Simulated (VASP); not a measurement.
# ZrCdF4 (P4/mmm) in VASP: a series of runs

One crystal, ZrCdF4, is run at these levels: PBE; tasks: single point, relaxation of cell and atoms.

All numbers are computed with VASP 6.6.1; they aren't measurements. Logs are shortened: lines on timing, memory, paths and dates and some standing lists are left out, and cuts for length are marked.

**1. Starting point**

The structure is tetragonal, space group P4/mmm (No. 123). The conventional cell has a = 3.998 Å, b = 3.998 Å, c = 7.231 Å, α = 90.00°, β = 90.00°, γ = 90.00°. Around Zr (site symmetry 4/mmm) lie 8 F at 3.07 Å. Cd (site symmetry 4/mmm) is surrounded by 4 F at 2.00 Å. Around F (site symmetry 4mm) lie 1 F at 2.37 Å and 1 Cd at 2.43 Å. F (site symmetry mmm) has 2 Cd at 2.00 Å as nearest neighbours.

The cell was built by a generator and needn't be a form met in nature.

**2. Single point, PBE**

Input file INCAR:

```
ALGO = Normal ; EDIFF = 1E-7
ENCUT = 520 ; GGA = PE
ISIF = 2 ; ISMEAR = 0
LASPH = True ; LCHARG = True
LELF = True ; LREAL = False
LVHAR = True ; LWAVE = False
NBANDS = 35 ; NELM = 100
PREC = Accurate ; SIGMA = 0.1
```

Input file KPOINTS:

```
k-points
0
Gamma
  4 4 4
```

Input file POSCAR:

```
ZrCdF4
1.0
    3.9981757218      0.0000000000      0.0000000000
    0.0000000000      3.9981757218      0.0000000000
    0.0000000000      0.0000000000      7.2312268403
Zr Cd F
1 1 4
Direct
    0.5000000000      0.5000000000      0.5000000000
    0.0000000000      0.0000000000      0.0000000000
    0.0000000000      0.0000000000      0.6640655207
    0.5000000000      0.0000000000      0.0000000000
    0.0000000000      0.5000000000      0.0000000000
    0.0000000000      0.0000000000      0.3359344793
```

Potentials or basis: VASP PAW PBE potentials, release 64 (Zr_sv, Cd, F).

Launch:

```sh
$ cat potpaw_PBE.64/Zr_sv/POTCAR potpaw_PBE.64/Cd/POTCAR potpaw_PBE.64/F/POTCAR > POTCAR
$ mpirun -np 1 vasp_std > vasp.out
```

OUTCAR:

```text
EDIFF = 1E-7
   ENCUT = 520
   GGA = PE
   ISIF = 2
   ISMEAR = 0
   LASPH = True
   LREAL = False
   NELM = 100
   PREC = Accurate

 ion  position               nearest neighbor table
   1  0.500  0.500  0.500-
   2  0.000  0.000  0.000-   4 2.00   5 2.00   5 2.00   4 2.00   3 2.43   6 2.43
   3  0.000  0.000  0.664-   2 2.43
   4  0.500  0.000  0.000-   2 2.00   2 2.00
   5  0.000  0.500  0.000-   2 2.00   2 2.00
   6  0.000  0.000  0.336-   2 2.43

  LATTYP: Found a simple tetragonal cell.
 ALAT       =     3.9981757218
 C/A-ratio  =     1.8086315719

  Lattice vectors:

 A1 = (   3.9981757218,   0.0000000000,   0.0000000000)
 A2 = (   0.0000000000,   3.9981757218,   0.0000000000)
 A3 = (   0.0000000000,   0.0000000000,   7.2312268403)

Analysis of symmetry for initial positions (statically):
=====================================================================
 Subroutine PRICEL returns:
 Original cell was already a primitive cell.

 Routine SETGRP: Setting up the symmetry group for a
 simple tetragonal supercell.

 Subroutine GETGRP returns: Found 16 space group operations
 (whereof 16 operations were pure point group operations)
 out of a pool of 16 trial point group operations.

The static configuration has the point symmetry D_4h.

Analysis of symmetry for dynamics (positions and initial velocities):
=====================================================================
 Subroutine PRICEL returns:
 Original cell was already a primitive cell.

 Routine SETGRP: Setting up the symmetry group for a
 simple tetragonal supercell.

 Subroutine GETGRP returns: Found 16 space group operations
 (whereof 16 operations were pure point group operations)
 out of a pool of 16 trial point group operations.

The dynamic configuration has the point symmetry D_4h.

 Subroutine INISYM returns: Found 16 space group operations
 (whereof 16 operations are pure point group operations),
 and found     1 'primitive' translations

----------------------------------------------------------------------------------------

                                     Primitive cell

  volume of cell :     115.5941

  direct lattice vectors                    reciprocal lattice vectors
     3.998175722  0.000000000  0.000000000     0.250114069  0.000000000  0.000000000
     0.000000000  3.998175722  0.000000000     0.000000000  0.250114069  0.000000000
     0.000000000  0.000000000  7.231226840     0.000000000  0.000000000  0.138289121

  length of vectors
     3.998175722  3.998175722  7.231226840     0.250114069  0.250114069  0.138289121

  position of ions in fractional coordinates (direct lattice)
     0.500000000  0.500000000  0.500000000
     0.000000000  0.000000000  0.000000000
     0.000000000  0.000000000  0.664065521
     0.500000000  0.000000000  0.000000000
     0.000000000  0.500000000  0.000000000
     0.000000000  0.000000000  0.335934479

  ion indices of the primitive-cell ions
   primitive index   ion index
                 1           1
                 2           2
                 3           3
                 4           4
                 5           5
                 6           6

----------------------------------------------------------------------------------------

 KPOINTS: k-points

Automatic generation of k-mesh.
 Grid dimensions read from file:
 generate k-points for:    4    4    4

 Generating k-lattice:

  Cartesian coordinates                     Fractional coordinates (reciprocal lattice)
     0.062528517  0.000000000  0.000000000     0.250000000  0.000000000  0.000000000
     0.000000000  0.062528517  0.000000000     0.000000000  0.250000000  0.000000000
     0.000000000  0.000000000  0.034572280     0.000000000  0.000000000  0.250000000

  Length of vectors
     0.062528517  0.062528517  0.034572280

  Shift w.r.t. Gamma in fractional coordinates (k-lattice)
     0.000000000  0.000000000  0.000000000

 Subroutine IBZKPT returns following result:
 ===========================================

 Found     18 irreducible k-points:

 Following reciprocal coordinates:
            Coordinates               Weight
  0.000000  0.000000  0.000000      1.000000
  0.250000  0.000000  0.000000      4.000000
  0.500000  0.000000  0.000000      2.000000
  0.250000  0.250000  0.000000      4.000000
  0.500000  0.250000  0.000000      4.000000
  0.500000  0.500000  0.000000      1.000000
[... 10 lines left out ...]
  0.500000  0.250000  0.500000      4.000000
  0.500000  0.500000  0.500000      1.000000
   k-points           NKPTS =     18   k-points in BZ     NKDIM =     18   number of bands    NBANDS=     35
   number of dos      NEDOS =    301   number of ions     NIONS =      6
   total plane-waves  NPLWV =  48600
   dimension x,y,z NGX =    30 NGY =   30 NGZ =   54
   dimension x,y,z NGXF=    60 NGYF=   60 NGZF=  108
   ions per type =               1   1   4
   NGX,Y,Z   is equivalent  to a cutoff of  12.47, 12.47, 12.41 a.u.
   NGXF,Y,Z  is equivalent  to a cutoff of  24.95, 24.95, 24.83 a.u.
 SYSTEM =  unknown system
   PREC   = accura    normal or accurate (medium, high low for compatibility)
   ISTART =      0    job   : 0-new  1-cont  2-samecut
   ICHARG =      2    charge: 1-file 2-atom 10-const
   ISPIN  =      1    spin polarized calculation?
   LNONCOLLINEAR =      F non collinear calculations
   LSORBIT =      F    spin-orbit coupling
   LASPH  =      T    aspherical Exc in radial PAW
   ENCUT  =  520.0 eV  38.22 Ry    6.18 a.u.   7.43  7.43 13.45*2*pi/ulx,y,z
   NELM   =    100;   NELMIN=  2; NELMDL= -5     # of ELM steps
   EDIFF  = 0.1E-06   stopping-criterion for ELM
   LREAL  =      F    real-space projection
   EDIFFG = 0.1E-05   stopping-criterion for IOM
   NSW    =      0    number of steps for IOM
   IBRION =     -1    ionic relax: 0-MD 1-quasi-New 2-CG
   NFREE  =      0    steps in history (QN), initial steepest desc. (CG)
   ISIF   =      2    stress and relaxation
   ISYM   =      2    0-nonsym 1-usesym 2-fastsym
   POTIM  = 0.5000    time-step for ionic-motion
   TEBEG  =    0.0;   TEEND  =   0.0 temperature during run
   PSTRESS=    0.0 pullay stress
   NELECT =      52.0000    total number of electrons
   NUPDOWN=      -1.0000    fix difference up-down
   EMIN   =  10.00;   EMAX   =-10.00  energy-range for DOS
   EFERMI =   0.00;   METHOD = LEGACY
   ISMEAR =     0;   SIGMA  =   0.10  broadening in eV -4-tet -1-fermi 0-gaus
   EFERMI_NEDOS =   21; number of points for ismear=-14 and -15
   IALGO  =     38    algorithm
   IMIX   =      4    mixing-type and parameters
     AMIX     =   0.40;   BMIX     =  1.00
     AMIX_MAG =   1.60;   BMIX_MAG =  1.00
  volume/ion in A,a.u.               =      19.27       130.01
  Fermi-wavevector in a.u.,A,eV,Ry     =   1.254385  2.370443 21.408503  1.573481
  Thomas-Fermi vector in A             =   2.388192
   LORBIT       =      0    0 simple, 1 ext, 2 COOP (PROOUT), +10 PAW based schemes
   GGA     = PE    functional components
   LHFCALC =     F    Hartree Fock is set to
   AEXX    =    0.0000 exact exchange contribution
   IVDW    =     0    specifies the selected vdW correction
   LEPSILON=     F    determine dielectric tensor
   LRPA    =     F    only Hartree local field effects (RPA)
 non-spin polarized calculation
 Gauss-broadening in eV      SIGMA  =   0.10
  energy-cutoff  :      520.00
  volume of cell :      115.59
 maximum number of plane-waves:      3147
 NGX is ok and might be reduce to    30
   NGX = 15   NGY = 15   NGZ = 27

 number of electron      51.9999946 magnetization

 Free energy of the ion-electron system (eV)
  ---------------------------------------------------
  ext. energy  EPLUGINS =         0.00000000
  ---------------------------------------------------
  free energy    TOTEN  =       -24.17433464 eV

  energy without entropy =      -24.11490739  energy(sigma->0) =      -24.14462101

 E-fermi :   1.5129     XC(G=0):  -8.5835

 val. band max:        1.5060269161   @ k =   0.0000   0.0000   0.2500
 cond. band min:       1.5188990018   @ k =   0.2500   0.0000   0.0000
 fundamental gap:      0.0128720857
 Fermi energy:         1.5129227590

 k-point     1 :       0.0000    0.0000    0.0000
  band No.  band energies     occupation
      1     -49.7451      2.00000
      2     -27.8234      2.00000
      3     -27.5655      2.00000
      4     -27.5654      2.00000
      5     -21.5260      2.00000
      6     -21.2311      2.00000
[... 27 lines left out ...]
     34      11.3561      0.00000
     35      11.3646      0.00000

 k-point     2 :       0.2500    0.0000    0.0000
  band No.  band energies     occupation
      1     -49.7441      2.00000
      2     -27.8210      2.00000
      3     -27.5888      2.00000
      4     -27.5637      2.00000
      5     -21.4308      2.00000
      6     -21.2153      2.00000
[... 27 lines left out ...]
     34       8.3392      0.00000
     35      11.0109      0.00000

 k-point     3 :       0.5000    0.0000    0.0000
  band No.  band energies     occupation
      1     -49.7431      2.00000
      2     -27.8187      2.00000
      3     -27.6120      2.00000
      4     -27.5619      2.00000
      5     -21.3471      2.00000
      6     -21.2001      2.00000
[... 27 lines left out ...]
     34       8.2103      0.00000
     35       9.4963      0.00000
[... 495 lines left out ...]
 k-point    17 :       0.5000    0.2500    0.5000
  band No.  band energies     occupation
      1     -49.7421      2.00000
      2     -27.8170      2.00000
      3     -27.6080      2.00000
      4     -27.5830      2.00000
      5     -21.2226      2.00000
      6     -21.2044      2.00000
[... 27 lines left out ...]
     34       8.2618      0.00000
     35       8.9376      0.00000

 k-point    18 :       0.5000    0.5000    0.5000
  band No.  band energies     occupation
      1     -49.7412      2.00000
      2     -27.8153      2.00000
      3     -27.6040      2.00000
      4     -27.6040      2.00000
      5     -21.2250      2.00000
      6     -21.0749      2.00000
[... 27 lines left out ...]
     34       7.4361      0.00000
     35       9.7579      0.00000

------------------------ aborting loop because EDIFF is reached ----------------------------------------

  FORCE on cell =-STRESS in cart. coord.  units (eV):
  Direction    XX          YY          ZZ          XY          YZ          ZX
  --------------------------------------------------------------------------------------
  -------------------------------------------------------------------------------------
  Total        0.8384328      0.8384328      0.2400230      0.0000000     -0.0000000      0.0000000
  in kB       11.6209898     11.6209898      3.3268079      0.0000000     -0.0000000      0.0000000
  external PRESSURE =       8.8562625 kB  Pullay stress =       0.0000000 kB

 VOLUME and BASIS-vectors are now :
 -----------------------------------------------------------------------------
  energy-cutoff  :      520.00
  volume of cell :      115.59
      direct lattice vectors                 reciprocal lattice vectors
     3.998175722  0.000000000  0.000000000     0.250114069  0.000000000  0.000000000
     0.000000000  3.998175722  0.000000000     0.000000000  0.250114069  0.000000000
     0.000000000  0.000000000  7.231226840     0.000000000  0.000000000  0.138289121

 POSITION                                       TOTAL-FORCE (eV/Angst)
 -----------------------------------------------------------------------------------
      1.99909      1.99909      3.61561        -0.000000     -0.000000      0.000000
      0.00000      0.00000      0.00000        -0.000000     -0.000000      0.000000
      0.00000      0.00000      4.80201        -0.000000      0.000000     -0.016763
      1.99909      0.00000      0.00000        -0.000000     -0.000000      0.000000
      0.00000      1.99909      0.00000        -0.000000     -0.000000      0.000000
      0.00000      0.00000      2.42922         0.000000      0.000000      0.016763
 -----------------------------------------------------------------------------------
    total drift:                                0.000000     -0.000000      0.000000

  FREE ENERGIE OF THE ION-ELECTRON SYSTEM (eV)
  ---------------------------------------------------
  free  energy   TOTEN  =       -24.1743346399 eV

  energy  without entropy=      -24.1149073899  energy(sigma->0) =      -24.14462101
```

It took 40 s on 1 thread of Intel Xeon 6975P-C (Granite Rapids), shared host; peak memory 0.23 GiB.

Results:

| Property | Result |
| --- | --- |
| Free energy | -24.1743 eV |
| Pressure | 0.9 GPa |
| Largest force | 0.017 eV/Å |
| Band gap on the k mesh | none (metal or under the smearing width) |

Forces in eV/Å, atoms in the order of the input:
```
Zr   0.000  0.000  0.000
Cd   0.000  0.000  0.000
F    0.000  0.000 -0.017
F    0.000  0.000  0.000
F    0.000  0.000  0.000
F    0.000  0.000  0.017
```

Caveat: the k mesh is coarse (spacing up to 0.39 Å⁻¹), so the values aren't converged.

**3. Relaxation of cell and atoms, PBE**

This run uses another cell than the first one, of 19.16 Å³/atom, 0.995 times its volume.

Input file INCAR:

```
SYSTEM = ZrCdF4
  ALGO = Fast
  EDIFF = 1E-6
  EDIFFG = -0.04
  ENCUT = 600
  GGA = PE
  IBRION = 2
  ISIF = 3
  ISMEAR = 0
  LASPH = .TRUE.
  LCHARG = .FALSE.
  LREAL = .FALSE.
  LWAVE = .FALSE.
  NELM = 100
  NSW = 90
  PREC = Accurate
  SIGMA = 0.1
```

Input file KPOINTS:

```
k-points
0
G
  4 4 4
  0 0 0
```

Input file POSCAR:

```
ZrCdF4
1.0
    4.1580000000      0.0000000000      0.0000000000
    0.0000000000      4.1580000000      0.0000000000
    0.0000000000      0.0000000000      6.6494897400
Zr Cd F
1 1 4
Direct
    0.5000000000      0.5000000000      0.5000000000
    0.0000000000      0.0000000000      0.0000000000
    0.0000000000      0.0000000000      0.6841862900
    0.5000000000      0.0000000000      0.0000000000
    0.0000000000      0.5000000000      0.0000000000
    0.0000000000      0.0000000000      0.3158137100
```

Potentials or basis: VASP PAW PBE potentials, release 64 (Zr_sv, Cd, F).

Launch:

```sh
$ cat potpaw_PBE.64/Zr_sv/POTCAR potpaw_PBE.64/Cd/POTCAR potpaw_PBE.64/F/POTCAR > POTCAR
$ mpirun -np 1 vasp_std > vasp.out
```

Wall time 4.5 min (1 thread of Intel Xeon 6975P-C (Granite Rapids), shared host); peak memory 0.31 GiB.

Results (log left out):

```
Free energy                            : -24.1857 eV
Relaxed volume                         : 19.50 Å³/atom
Relaxed cell                           : a = 4.021 Å, b = 4.021 Å, c = 7.237 Å, α = 90.00°, β = 90.00°, γ = 90.00°
Space group after relaxing (to 0.05 Å) : P4/mmm (No. 123)
Energy gained by relaxing              : 76.7 meV/atom
Ionic steps                            : 8
Pressure after relaxing                : 0.0 GPa
Largest force after relaxing           : 0.015 eV/Å
Band gap on the k mesh                 : none (metal or under the smearing width)
```

Forces on the atoms (eV/Å):
```
Zr   0.000  0.000  0.000
Cd   0.000  0.000  0.000
F    0.000  0.000 -0.015
F    0.000  0.000  0.000
F    0.000  0.000  0.000
F    0.000  0.000  0.015
```

Step by step:
| step | energy change (eV) | largest force (eV/Å) | pressure (GPa) | volume (Å³) |
| --- | --- | --- | --- | --- |
| 1 | 0.0000 | 1.9857 | 1.47 | 114.96 |
| 2 | -0.3802 | 0.2925 | -1.21 | 117.79 |
| 3 | -0.4155 | 0.4127 | -1.68 | 119.58 |
| 4 | -0.4173 | 0.3115 | -1.67 | 119.30 |
| 5 | -0.4563 | 0.1421 | 0.53 | 115.72 |
| 6 | -0.4566 | 0.1549 | 0.39 | 116.00 |
| 7 | -0.4598 | 0.0405 | 0.11 | 116.66 |
| 8 | -0.4601 | 0.0149 | 0.02 | 117.00 |

Final structure:
```cif
data_structure
_symmetry_space_group_name_H-M 'P 1'
_symmetry_Int_Tables_number 1
_cell_length_a 4.0207
_cell_length_b 4.0207
_cell_length_c 7.2372
_cell_angle_alpha 90.000
_cell_angle_beta 90.000
_cell_angle_gamma 90.000
_cell_volume 117.00
loop_
_atom_site_label
_atom_site_type_symbol
_atom_site_fract_x
_atom_site_fract_y
_atom_site_fract_z
_atom_site_occupancy
Zr1 Zr 0.50000 0.50000 0.50000 1
Cd1 Cd 0.00000 0.00000 0.00000 1
F1 F 0.00000 0.00000 0.66430 1
F2 F 0.50000 0.00000 0.00000 1
F3 F 0.00000 0.50000 0.00000 1
F4 F 0.00000 0.00000 0.33570 1
```

Levels at points of the mesh, in eV from the Fermi level:
```
           k point  band 22  band 23  band 24  band 25  band 26  band 27  band 28  band 29  band 30  band 31
(0.00, 0.00, 0.00)    -3.38    -3.18    -3.18    -2.90    -0.99    -0.71    -0.06     0.74     0.74     0.94
(0.50, 0.00, 0.00)    -2.98    -2.84    -2.69    -2.12    -0.33    -0.06     0.29     0.52     1.08     3.14
(0.50, 0.50, 0.00)    -2.83    -2.83    -2.61     0.02     0.21     0.50     0.50     0.53     1.19     3.47
(0.00, 0.00, 0.50)    -3.38    -3.18    -3.18    -2.84    -0.98    -0.45     0.13     0.74     0.74     0.94
(0.50, 0.00, 0.50)    -3.45    -2.87    -2.69    -1.65    -0.32    -0.10     0.32     0.53     1.08     3.28
(0.50, 0.50, 0.50)    -2.84    -2.61    -2.09     0.02     0.16     0.46     0.49     0.49     1.19     3.41
```

Caveat: the k mesh is coarse (spacing up to 0.38 Å⁻¹), so the values aren't converged.

**4. Single point, PBE**

This run uses another cell than the first one, of 19.16 Å³/atom, 0.995 times its volume.

Input file INCAR:

```
SYSTEM = ZrCdF4
ALGO = Normal
EDIFF = 1E-6
ENCUT = 520
GGA = PE
ISIF = 2
ISMEAR = 0
LASPH = .TRUE.
LCHARG = .FALSE.
LREAL = .FALSE.
LWAVE = .FALSE.
NBANDS = 35
NELM = 100
PREC = Accurate
SIGMA = 0.1
```

KPOINTS is that of step 3.

POSCAR is that of step 3.

Launch:

```sh
$ cat potpaw_PBE.64/Zr_sv/POTCAR potpaw_PBE.64/Cd/POTCAR potpaw_PBE.64/F/POTCAR > POTCAR
$ mpirun -np 1 vasp_std > vasp.out
```

Wall time 31 s (1 thread of Intel Xeon 6975P-C (Granite Rapids), shared host); peak memory 0.24 GiB.

It converged, with:

| Property | Result |
| --- | --- |
| Free energy | -23.7209 eV |
| Pressure | 1.5 GPa |
| Largest force | 1.988 eV/Å |
| Band gap on the k mesh | none (metal or under the smearing width) |

Forces on the atoms (eV/Å):
```
Zr   0.000  0.000  0.000
Cd   0.000  0.000  0.000
F    0.000  0.000 -1.988
F    0.000  0.000  0.000
F    0.000  0.000  0.000
F    0.000  0.000  1.988
```

Stress tensor (GPa, compression positive):
```
-1.72  0.00  0.00
 0.00 -1.72  0.00
 0.00  0.00  8.02
```

Levels at points of the mesh, in eV from the Fermi level:
| k point | band 24 | band 25 | band 26 | band 27 | band 28 | band 29 |
| --- | --- | --- | --- | --- | --- | --- |
| (0.00, 0.00, 0.00) | -2.72 | -2.72 | -0.85 | -0.66 | -0.05 | 0.60 |
| (0.50, 0.00, 0.00) | -2.35 | -1.23 | -0.32 | 0.05 | 0.25 | 0.44 |
| (0.50, 0.50, 0.00) | -1.80 | -0.03 | 0.23 | 0.43 | 0.43 | 0.51 |
| (0.00, 0.00, 0.50) | -2.72 | -2.23 | -0.80 | -0.41 | 0.37 | 0.61 |
| (0.50, 0.00, 0.50) | -2.35 | -0.71 | -0.31 | -0.03 | 0.31 | 0.46 |
| (0.50, 0.50, 0.50) | -0.86 | -0.03 | 0.13 | 0.37 | 0.38 | 0.38 |

Caveat: the k mesh is coarse (spacing up to 0.38 Å⁻¹), so the values aren't converged; forces of over 1 eV/Å show positions far from the minimum, so gaps and moduli don't describe the material at rest.

**5. The runs side by side**

```tsv
task	cell	cutoff (eV)	gap on the mesh (eV)	pressure (GPa)	largest force (eV/Å)
single point	P4/mmm, 19.27 Å³/atom	520	none	0.9	0.02
relaxation of cell and atoms	relaxed	600	none	0.0	0.01
single point	P4/mmm, 19.16 Å³/atom	520	none	1.5	1.99
```

Alike in all rows: level PBE; potentials or basis VASP PAW PBE potentials, release 64 (Zr_sv, Cd, F); no spin polarisation; k mesh 4 × 4 × 4; smearing gaussian 0.1 eV; the mesh is coarse, so values aren't converged.

Caveats: all runs use coarse meshes; forces of over 1 eV/Å show positions far from the minimum, so gaps and moduli don't describe the material at rest (some runs).

Total energies depend on the potentials used, so only differences within one code and one set of settings carry meaning.
